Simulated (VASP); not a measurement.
## SrWN2: formation energy of a point defect

How easily does a point defect form in SrWN2? The host is relaxed first, then a supercell is run with and without the defect. The cell is invented: other elements were put on sites of a known structure type. It may not be a known or stable phase.

Main program and level: VASP 6.6.1; PBE, no spin polarisation; plane waves and PAW (Sr_sv, W, N), in the first sound run; inputs show where later runs differ.

## Step 1: The host crystal

The structure is trigonal, space group R-3m (No. 166). Conventional cell: a = 3.669 Å, b = 3.669 Å, c = 18.599 Å, α = 90.00°, β = 90.00°, γ = 120.00°. Nearest to Sr lie 6 N at 2.44 Å. W has 6 N at 2.84 Å nearest. Nearest to N lie 3 Sr at 2.44 Å and 3 W at 2.84 Å. Farther neighbours and most contacts between anions are not listed.

As a file:

```xyz
4
Lattice="1.8344 1.0591 6.1996 -1.8344 1.0591 6.1996 0.0000 -2.1182 6.1996" Properties=species:S:1:pos:R:3 pbc="T T T"
Sr    0.0000    0.0000    9.2993
W     0.0000    0.0000    0.0000
N     0.0000    0.0000    4.3019
N     0.0000    0.0000   14.2968
```

## Step 2: Relaxing the host crystal

The later steps need the crystal at this functional's own lattice; a raised cutoff keeps the stress reliable while the cell changes.

Input file INCAR:

```
SYSTEM = SrWN2
PREC = Accurate
ENCUT = 520
EDIFF = 1E-06
NELM = 120
ISMEAR = 0
SIGMA = 0.05
LREAL = .FALSE.
ALGO = Normal
GGA = PE
NBANDS = 19
LORBIT = 11
LWAVE = .FALSE.
LCHARG = .FALSE.
KPAR = 4
IBRION = 2
NSW = 40
ISIF = 3
EDIFFG = -0.02
POTIM = 0.4
```

Input file POSCAR:

```
SrWN2
1.0
    1.8344179100      1.0591016700      6.1995566400
   -1.8344179100      1.0591016700      6.1995566400
    0.0000000000     -2.1182033500      6.1995566400
Sr W N
1 1 2
Direct
    0.5000000000      0.5000000000      0.5000000000
    0.0000000000      0.0000000000      0.0000000000
    0.2313000000      0.2313000000      0.2313000000
    0.7687000000      0.7687000000      0.7687000000
```

Input file KPOINTS:

```
Automatic mesh
0
Gamma
6 6 6
0 0 0
```

PAW data sets: Sr_sv, W and N (PBE family, release 64).

Started as:

```bash
$ mpirun -np 4 vasp_std
```

What it wrote:

```text
[banner, memory and clock lines left out]
running    4 mpi-ranks, on    1 nodes
 distrk:  each k-point on    1 cores,    4 groups
 distr:  one band on    1 cores,    1 groups

 POSCAR found type information on POSCAR SrW N
 POSCAR found :  3 types and       4 ions
 LDA part: xc-table for (Slater+PW92), standard interpolation
 POSCAR, INCAR and KPOINTS ok, starting setup
 FFT: planning ... GRIDC
 FFT: planning ... GRID_SOFT
 FFT: planning ... GRID
 WAVECAR not read
 entering main loop
       N       E                     dE             d eps       ncg     rms          rms(c)
DAV:   1     0.125966233194E+03    0.12597E+03   -0.12937E+04  1248   0.125E+03
DAV:   2    -0.276662347822E+02   -0.15363E+03   -0.14935E+03  1600   0.283E+02
DAV:   3    -0.397536569796E+02   -0.12087E+02   -0.11944E+02  1949   0.730E+01
DAV:   4    -0.401159789242E+02   -0.36232E+00   -0.36080E+00  1822   0.107E+01
DAV:   5    -0.401220034836E+02   -0.60246E-02   -0.60228E-02  1803   0.115E+00    0.412E+01
DAV:   6    -0.430903104476E+02   -0.29683E+01   -0.24206E+02  1604   0.449E+01    0.300E+01
DAV:   7    -0.292734019094E+02    0.13817E+02   -0.21997E+02  1703   0.389E+01    0.241E+01
DAV:   8    -0.255724776608E+02    0.37009E+01   -0.15405E+01  1569   0.163E+01    0.215E+00
DAV:   9    -0.255590601583E+02    0.13418E-01   -0.59470E-01  1481   0.432E+00    0.198E+00
DAV:  10    -0.255882162466E+02   -0.29156E-01   -0.52778E-01  1678   0.254E+00    0.245E+00
DAV:  11    -0.255432748444E+02    0.44941E-01   -0.39476E-01  1591   0.180E+00    0.619E-01
DAV:  12    -0.255402090180E+02    0.30658E-02   -0.24257E-02  1697   0.573E-01    0.287E-01
DAV:  13    -0.255401942313E+02    0.14787E-04   -0.35438E-03  1382   0.267E-01    0.112E-01
DAV:  14    -0.255401125868E+02    0.81645E-04   -0.31798E-04  1480   0.103E-01    0.359E-02
DAV:  15    -0.255401108172E+02    0.17696E-05   -0.16263E-04  1724   0.489E-02    0.272E-02
DAV:  16    -0.255401051151E+02    0.57022E-05   -0.40645E-05  1658   0.246E-02    0.510E-03
DAV:  17    -0.255401047924E+02    0.32265E-06   -0.25902E-06   827   0.858E-03
   1 F= -.25540105E+02 E0= -.25537350E+02  d E =-.255401E+02
 curvature:   0.00 expect dE= 0.000E+00 dE for cont linesearch  0.000E+00
 trial: gam= 0.00000 g(F)=  0.216E+01 g(S)=  0.263E+01 ort = 0.000E+00 (trialstep = 0.100E+01)
 search vector abs. value=  0.479E+01
 bond charge predicted
       N       E                     dE             d eps       ncg     rms          rms(c)
DAV:   1    -0.379318460160E+02   -0.12392E+02   -0.55829E+02  1216   0.185E+02    0.450E+01
DAV:   2    -0.325704868686E+02    0.53614E+01   -0.39747E+01  1554   0.408E+01    0.165E+01
DAV:   3    -0.305778354873E+02    0.19927E+01   -0.19679E+01  2030   0.260E+01    0.960E+00
DAV:   4    -0.297070169084E+02    0.87082E+00   -0.68571E+00  1883   0.129E+01    0.339E+00
DAV:   5    -0.296530486787E+02    0.53968E-01   -0.10108E+00  1842   0.614E+00    0.282E+00
DAV:   6    -0.296966491825E+02   -0.43601E-01   -0.98857E-02  2110   0.176E+00    0.983E-01
DAV:   7    -0.297136309361E+02   -0.16982E-01   -0.37388E-02  2089   0.104E+00    0.547E-01
DAV:   8    -0.297146679417E+02   -0.10370E-02   -0.30106E-03  1893   0.361E-01    0.217E-01
DAV:   9    -0.297147007784E+02   -0.32837E-04   -0.64489E-04  1607   0.174E-01    0.672E-02
DAV:  10    -0.297147074088E+02   -0.66305E-05   -0.40057E-05  1616   0.504E-02    0.484E-02
DAV:  11    -0.297147046563E+02    0.27525E-05   -0.57972E-06  1442   0.152E-02    0.138E-02
DAV:  12    -0.297147039555E+02    0.70083E-06   -0.44463E-06  1199   0.122E-02
   2 F= -.29714704E+02 E0= -.29713427E+02  d E =-.417460E+01
[... from here on, the cycles between the ionic steps are left out ...]
   3 F= -.30120734E+02 E0= -.30118608E+02  d E =-.458063E+01
   4 F= -.30472896E+02 E0= -.30470479E+02  d E =-.493279E+01
   5 F= -.32354572E+02 E0= -.32352642E+02  d E =-.188168E+01
   6 F= -.32497883E+02 E0= -.32496671E+02  d E =-.202499E+01
   7 F= -.33270267E+02 E0= -.33269408E+02  d E =-.772384E+00
   8 F= -.33270609E+02 E0= -.33269746E+02  d E =-.772727E+00
   9 F= -.33332911E+02 E0= -.33332135E+02  d E =-.623018E-01
  10 F= -.33357148E+02 E0= -.33356449E+02  d E =-.865386E-01
  11 F= -.33357166E+02 E0= -.33356469E+02  d E =-.865564E-01
  12 F= -.33358856E+02 E0= -.33358124E+02  d E =-.169062E-02
  13 F= -.33359675E+02 E0= -.33358898E+02  d E =-.250945E-02
 curvature:  -0.75 expect dE=-0.303E-03 dE for cont linesearch -0.101E-07
 trial: gam= 0.11106 g(F)=  0.485E-06 g(S)=  0.405E-03 ort = 0.680E-05 (trialstep = 0.804E+00)
 search vector abs. value=  0.449E-03
 bond charge predicted
       N       E                     dE             d eps       ncg     rms          rms(c)
DAV:   1    -0.333604384818E+02   -0.76397E-03   -0.25793E-02  1216   0.121E+00    0.327E-01
DAV:   2    -0.333599178969E+02    0.52058E-03   -0.17911E-03  1469   0.279E-01    0.161E-01
DAV:   3    -0.333597715756E+02    0.14632E-03   -0.33949E-04  1836   0.135E-01    0.718E-02
DAV:   4    -0.333597695201E+02    0.20555E-05   -0.80671E-05  2048   0.525E-02    0.528E-02
DAV:   5    -0.333597765822E+02   -0.70621E-05   -0.20777E-05  1975   0.261E-02    0.229E-02
DAV:   6    -0.333597803006E+02   -0.37184E-05   -0.31713E-06  1512   0.118E-02    0.334E-03
DAV:   7    -0.333597804534E+02   -0.15279E-06   -0.28922E-07   650   0.478E-03
  14 F= -.33359780E+02 E0= -.33359006E+02  d E =-.105239E-03
 trial-energy change:   -0.000105  1 .order   -0.000098   -0.000327    0.000131
 step:   0.5892(harm=  0.5746)  dis= 0.00057  next Energy=   -33.359798 (dE=-0.123E-03)
 reached required accuracy - stopping structural energy minimisation
```

Elapsed: 3.5 min, on 4 MPI ranks of Intel Xeon 6975P-C (Granite Rapids), shared host; peak memory 1.8 GiB; 14 min of CPU time.

Lines that name or quote the potential files are left out of all logs, and their timing lines are given in words.

From OUTCAR (step 2):

```text
ion  position               nearest neighbor table
   1  0.500  0.500  0.500-   3 2.44   4 2.44   3 2.44   3 2.44   4 2.44   4 2.44   2 3.75   2 3.75
                             2 3.75   2 3.75   2 3.75   2 3.75
   2  0.000  0.000  0.000-   1 3.75   1 3.75   1 3.75   1 3.75   1 3.75   1 3.75
   3  0.231  0.231  0.231-   1 2.44   1 2.44   1 2.44
   4  0.769  0.769  0.769-   1 2.44   1 2.44   1 2.44

  LATTYP: Found a trigonal (rhomboedric) cell.
 ALAT       =     6.5514340376
 COS(alpha) =     0.8431972000

 Subroutine GETGRP returns: Found 12 space group operations
 (whereof 12 operations were pure point group operations)

The static configuration has the point symmetry D_3d.

 Found     32 irreducible k-points:

   k-points           NKPTS =     32   k-points in BZ     NKDIM =     32   number of bands    NBANDS=     19

   dimension x,y,z NGX =    50 NGY =   50 NGZ =   50
   dimension x,y,z NGXF=   100 NGYF=  100 NGZF=  100

   ENCUT  =  520.0 eV  38.22 Ry    6.18 a.u.  12.18 12.18 12.18*2*pi/ulx,y,z

   NELECT =      26.0000    total number of electrons

 k-points in reciprocal lattice and weights: Automatic mesh
   0.00000000  0.00000000  0.00000000       0.005
   0.16666667  0.00000000  0.00000000       0.028
   0.33333333 -0.00000000  0.00000000       0.028
   0.50000000  0.00000000  0.00000000       0.014
   0.16666667  0.16666667  0.00000000       0.028
   0.33333333  0.16666667  0.00000000       0.056
   0.50000000  0.16666667 -0.00000000       0.056
  -0.33333333  0.16666667  0.00000000       0.056
  -0.16666667  0.16666667  0.00000000       0.028
[...]
-0.33333333  0.50000000  0.33333333       0.028
   0.50000000  0.50000000  0.50000000       0.005

 average (electrostatic) potential at core
       1 -33.8032       2 -40.2173       3 -62.2367       4 -62.2367

 E-fermi :   6.9192

 k-point     1 :       0.0000    0.0000    0.0000
  band No.  band energies     occupation
    ...
     10       4.9168      2.00000
     11       5.0327      2.00000
     12       5.0327      2.00000
     13       6.2300      2.00000
     14       6.2300      2.00000
     15       7.0444      0.00039
     16       8.9072      0.00000
     17      10.3455      0.00000
     18      10.3455      0.00000
     19      11.7203      0.00000

 k-point     2 :       0.1667    0.0000    0.0000
  band No.  band energies     occupation
    ...
      9       1.2860      2.00000
     10       3.0383      2.00000
     11       4.0958      2.00000
     12       4.5694      2.00000
     13       6.4195      2.00000
     14       7.2747      0.00000
     15       7.9469      0.00000
     16       9.2709      0.00000
     17      10.0871      0.00000
     18      10.8750      0.00000
    ...

 k-point     3 :       0.3333   -0.0000    0.0000
  band No.  band energies     occupation
    ...
      9       1.7769      2.00000
     10       2.2352      2.00000
     11       3.5266      2.00000
     12       3.9390      2.00000
     13       6.2616      2.00000
     14       7.9757      0.00000
     15       8.3190      0.00000
     16       8.4993      0.00000
     17      11.2728      0.00000
     18      11.8257      0.00000
    ...

  Total        0.0664320      0.0664320      0.0357316      0.0000000     -0.0000000      0.0000000
  in kB        2.0790377      2.0790377      1.1182456      0.0000000     -0.0000000      0.0000000
  external PRESSURE =       1.7587737 kB  Pullay stress =       0.0000000 kB

  energy-cutoff  :      520.00
  volume of cell :       51.19
      direct lattice vectors                 reciprocal lattice vectors
     1.599876306  0.923689013  5.773805548     0.312524161  0.180435908  0.057731999
    -1.599876306  0.923689013  5.773805548    -0.312524161  0.180435908  0.057731999
    -0.000000000 -1.847378034  5.773805548     0.000000000 -0.360871817  0.057731998

 POSITION                                       TOTAL-FORCE (eV/Angst)
 -----------------------------------------------------------------------------------
     -0.00000     -0.00000      8.66071        -0.000000      0.000000     -0.000000
     -0.00000      0.00000      0.00000         0.000000      0.000000     -0.000000
     -0.00000     -0.00000      4.66041         0.000000      0.000000     -0.005181
     -0.00000     -0.00000     12.66101        -0.000000     -0.000000      0.005181
 -----------------------------------------------------------------------------------
    total drift:                               -0.000000      0.000000      0.000000

  FREE ENERGIE OF THE ION-ELECTRON SYSTEM (eV)
  ---------------------------------------------------
  free  energy   TOTEN  =       -33.3597804534 eV

  energy  without entropy=      -33.3582319659  energy(sigma->0) =      -33.35900621

 reached required accuracy - stopping structural energy minimisation

 total charge
# of ion       s       p       d       tot
------------------------------------------
    1        2.024   5.822   0.408   8.254
    2        0.578   0.728   4.029   5.336
    3        1.246   2.426   0.000   3.672
    4        1.246   2.426   0.000   3.672
--------------------------------------------------
tot          5.094  11.403   4.438  20.934

[... 3 further parts left out ...]
```

CONTCAR:

```
SrWN2
   1.00000000000000
     1.5998763063884678    0.9236890131137129    5.7738055483375836
    -1.5998763063884678    0.9236890131137129    5.7738055483375836
    -0.0000000000000000   -1.8473780339297285    5.7738055481306221
  Sr              W               N
     1     1     2
Direct
     0.5000000000000000    0.5000000000000000    0.5000000000000000
     0.0000000000000000    0.0000000000000000    0.0000000000000000
     0.2690547301006013    0.2690547301006013    0.2690547301080103
     0.7309452698993987    0.7309452698993987    0.7309452698919898
```

This run has no spin polarisation, so a moment on W, if there is one, isn't seen. The k-mesh is coarse for a metal. LASPH is off, so gradient terms of the non-spherical density inside the spheres are left out; for open d or f shells this can shift gaps and moments. After so large a change of volume the plane waves of the start cell no longer fit, so the final stress carries a basis-set error. The data set W keeps the semicore shell frozen, which is cheaper and a little less accurate. The run keeps the 12 symmetry operations of its start, so it cannot find a distortion of lower symmetry.

Relaxation path:

```tsv
step	energy less that of the first step (eV)	largest force (eV/Å)	pressure (GPa)	volume (Å³)
1	0.0000	5.2896	-20.80	72.27
2	-4.1746	6.7652	-4.53	54.34
3	-4.5806	5.8696	57.36	42.61
4	-4.9328	6.6436	24.51	46.93
5	-6.8145	2.1887	29.01	45.70
6	-6.9578	0.2552	34.23	45.27
7	-7.7302	0.1516	-2.34	51.92
8	-7.7305	0.1532	-3.20	52.15
9	-7.7928	0.0133	-1.83	51.80
10	-7.8170	0.2003	-0.12	51.39
11	-7.8171	0.2076	-0.04	51.38
12	-7.8188	0.1196	-0.17	51.36
13	-7.8196	0.0025	-0.35	51.33
14	-7.8197	0.0052	0.18	51.19
```

```tsv
cell as run	before	after	change
a (Å)	6.551	6.062	-7.5 %
b (Å)	6.551	6.062	-7.5 %
c (Å)	6.551	6.062	-7.5 %
α (°)	32.52	30.60	-5.9 %
β (°)	32.52	30.60	-5.9 %
γ (°)	32.52	30.60	-5.9 %
volume (Å³/atom)	18.07	12.80	-29.2 %
```

The atoms that moved most (Å, as changes of fractional coordinates times the final cell):

```tsv
atom	dx	dy	dz	length
N4	0.000	0.000	-0.654	0.654
N3	0.000	0.000	0.654	0.654
```

The relaxed structure:

```cif
data_structure
_symmetry_space_group_name_H-M 'P 1'
_symmetry_Int_Tables_number 1
_cell_length_a 6.0621
_cell_length_b 6.0621
_cell_length_c 6.0621
_cell_angle_alpha 30.605
_cell_angle_beta 30.605
_cell_angle_gamma 30.605
_cell_volume 51.19
loop_
_atom_site_label
_atom_site_type_symbol
_atom_site_fract_x
_atom_site_fract_y
_atom_site_fract_z
_atom_site_occupancy
Sr1 Sr 0.50000 0.50000 0.50000 1
W2 W 0.00000 0.00000 0.00000 1
N3 N 0.26905 0.26905 0.26905 1
N4 N 0.73095 0.73095 0.73095 1
```

This step gave:

* electronic cycles: 131
* electrons: 26
* free energy (TOTEN): -33.36 eV
* energy at zero smearing: -33.36 eV
* Fermi energy: 6.919 eV
* labelled metallic, from the levels on this mesh: yes

The run ended after 14 ionic steps, 7.820 eV below its first step, once forces and stress met EDIFFG = -0.02.

(Part 1 of 3 ends here.)

[Lines on the potential files, build, host, timing and source positions are cut from VASP's logs without a mark.]

[Logs are printed without paths, hosts, clocks, repeated set-up lines and the standing remarks that a program may print on its own settings, such as how far it seeks lower states.]

[Hosts, paths, dates, database ids (printed as entryN), source tags and the programs' standing remarks are cut or masked in the printed files.]

[In band tables of VASP the shares of atoms and orbitals are scaled to a sum of 1 inside the atoms' spheres.]

[Runs that stopped without an error message from VASP are left out.]
